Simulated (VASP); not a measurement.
Energy against volume of Ag (fcc). Calculation: PBEsol GGA, VASP's PBE PAW potentials (set 64) (plane waves; VASP). Settings: 520 eV cut-off, 15×15×15 Γ-centred mesh, first-order Methfessel-Paxton smearing of 0.10 eV, potentials Ag.

| V (Å³/atom) | E (eV/atom) |
|---|---|
| 15.609 | -3.27937 |
| 16.107 | -3.29920 |
| 16.605 | -3.30555 |
| 17.103 | -3.30072 |

Question: Fit these four points and predict the energy of the run at 17.601 Å³/atom.

Answer: A cubic in V^(−2/3), the third-order Birch-Murnaghan form, passes through the four points with V0 = 16.62 Å³/atom and B0 = 119 GPa, and gives -3.2866 eV/atom there. The run gave -3.2867 eV/atom, -0.1 meV/atom from the fit; all five points give B0 = 118 GPa.

The compound is Ag in the fcc structure. It was relaxed first.
